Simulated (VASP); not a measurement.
A VASP calculation is set up with these files.

INCAR:
```
SYSTEM = CaGaSi
PREC = Accurate
ENCUT = 400
EDIFF = 1E-6
NELM = 100
ALGO = Normal
LREAL = .FALSE.
LASPH = .TRUE.
ISMEAR = 1
SIGMA = 0.1
GGA = PS
LMAXMIX = 4
LWAVE = .FALSE.
LCHARG = .FALSE.
IBRION = 2
ISIF = 3
NSW = 60
EDIFFG = -0.02
```

**KPOINTS**
```
Automatic mesh
0
Gamma
8 8 7
0 0 0
```

POSCAR:
```
CaGaSi
1.0
  4.1059764442   0.0000000000   0.0000000000
 -2.0529882221   3.5558798314   0.0000000000
  0.0000000000   0.0000000000   4.2665279901
Ca Ga Si
1 1 1
Direct
  0.6666670000   0.3333330000   0.0000000000
  0.0000000000   0.0000000000   0.5000000000
  0.3333330000   0.6666670000   0.5000000000
```

POTCAR, in this order: Ca_sv Ga_d Si (PBE.64 set). Program: vasp_std.

Translate this PBEsol calculation to Quantum ESPRESSO's pw.x.

One equivalent input (not run):
```
&CONTROL
  calculation = 'vc-relax'
  pseudo_dir = './pseudo'
  outdir = './out'
  tprnfor = .true.
  tstress = .true.
  nstep = 60
  forc_conv_thr = 0.00078
/
&SYSTEM
  ibrav = 0
  nat = 3
  ntyp = 3
  ecutwfc = 80
  occupations = 'smearing'
  smearing = 'methfessel-paxton'
  degauss = 0.00735
  input_dft = 'pbesol'
/
&ELECTRONS
  conv_thr = 7.3e-08
  electron_maxstep = 100
/
&IONS
/
&CELL
/
ATOMIC_SPECIES
  Ca 40.078 Ca.upf
  Ga 69.723 Ga.upf
  Si 28.085 Si.upf
CELL_PARAMETERS angstrom
     4.1059764    0.0000000    0.0000000
    -2.0529882    3.5558798   -0.0000000
     0.0000000    0.0000000    4.2665280
ATOMIC_POSITIONS crystal
  Ca   0.6666670  0.3333330  0.0000000
  Ga   0.0000000  0.0000000  0.5000000
  Si   0.3333330  0.6666670  0.5000000
K_POINTS automatic
  8 8 7 0 0 0
```
The two are equivalent in intent, not identical: the potentials are each code's own (VASP's PAW set, PseudoDojo norm-conserving files in pw.x), so ENCUT and ecutwfc are chosen apart and not converted; conv_thr bounds pw.x's estimated SCF error, while EDIFF bounds the energy change between steps; forc_conv_thr acts on force components and is met together with etot_conv_thr.

The structure comes from a computed database's CaGaSi entry (P-6m2); how it stands against other phases isn't given here. This run relaxes it. Symmetry was kept, so distortions that lower it aren't found. The start is the result of an earlier pass.
